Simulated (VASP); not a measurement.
An input for Quantum ESPRESSO's pw.x (written as the equivalent of a VASP run, and not itself run):

```
&CONTROL
  calculation = 'scf'
  pseudo_dir = './pseudo'
  outdir = './out'
  tprnfor = .true.
  tstress = .true.
/
&SYSTEM
  ibrav = 0
  nat = 2
  ntyp = 2
  ecutwfc = 84
  occupations = 'smearing'
  smearing = 'gaussian'
  degauss = 0.003675
  input_dft = 'pbe'
/
&ELECTRONS
  conv_thr = 7.3e-08
  electron_maxstep = 100
/
ATOMIC_SPECIES
  Al 26.982 Al.upf
  As 74.922 As.upf
CELL_PARAMETERS angstrom
     0.0000000    2.8866000    2.8866000
     2.8866000    0.0000000    2.8866000
     2.8866000    2.8866000    0.0000000
ATOMIC_POSITIONS crystal
  Al   0.0000000  0.0000000  0.0000000
  As   0.2500000  0.2500000  0.2500000
K_POINTS automatic
  6 6 6 0 0 0
```

Q: Translate this input to VASP (INCAR, KPOINTS, POSCAR, choice of POTCAR).

A: One answer among several that fit: 
**POSCAR**
```
AlAs
1
    0.0000000000     2.8866000000     2.8866000000
    2.8866000000     0.0000000000     2.8866000000
    2.8866000000     2.8866000000     0.0000000000
Al As
1 1
Direct
  0.0000000000   0.0000000000   0.0000000000
  0.2500000000   0.2500000000   0.2500000000
```

**INCAR**
```
# general
SYSTEM =AlAs
PREC   =Accurate
ENCUT  =400
LREAL  =.FALSE.
LASPH  =.TRUE.

# electronic loop
EDIFF  =1E-6
NELM   =100
ALGO   =Normal
LMAXMIX=4

# smearing
ISMEAR =0
SIGMA  =0.05

# functional
GGA    =PE

# ions
ISIF   =2

# output
LWAVE  =.FALSE.
LCHARG =.FALSE.
```

**KPOINTS**
```
Automatic mesh
0
Gamma
6 6 6
0 0 0
```

POTCAR, in this order: Al As (PBE.64 set). Program: vasp_std.

What does not carry over: the potentials are each code's own (VASP's PAW set, PseudoDojo norm-conserving files in pw.x), so ENCUT and ecutwfc are chosen apart and not converted; conv_thr bounds pw.x's estimated SCF error, while EDIFF bounds the energy change between steps.

The compound is AlAs in the zinc blende structure. The cell was not relaxed at this level.
